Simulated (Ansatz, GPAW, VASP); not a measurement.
HfB: 3 runs at one level of theory

```xyz
2
Lattice="0.0000 2.3100 2.3100 2.3100 0.0000 2.3100 2.3100 2.3100 0.0000" Properties=species:S:1:pos:R:3 pbc="T T T"
Hf    2.3100    2.3100    2.3100
B     0.0000    0.0000    0.0000
```

Alike in all runs: task single point; functional PBEsol; k mesh 10 × 10 × 10; occupations gaussian, width 0.1 eV; no spin polarisation; no spin-orbit coupling. Pressure is positive in compression and, in plane waves, holds the error of the finite cutoff.

```csv
program and potentials,plane-wave cutoff (eV),notes,band gap (eV),pressure (GPa)
"GPAW, PAW data sets generated for this functional",800,7.5 valence electrons an atom on average,no gap,25.53
"VASP, PBE PAW files B, Hf_pv, 520 eV",520,potentials made for PBE; 6.5 valence electrons an atom on average,?,?
"Ansatz, all-electron LAPW, scalar-relativistic",-,-,no gap,23.19
```

Q: Estimate from the other rows what the run with VASP, PBE PAW files B, Hf_pv, 520 eV gave.

A: No band gap; pressure 24.28 GPa. The other rows, which needn't bracket it: pressure 23.19 to 25.53.
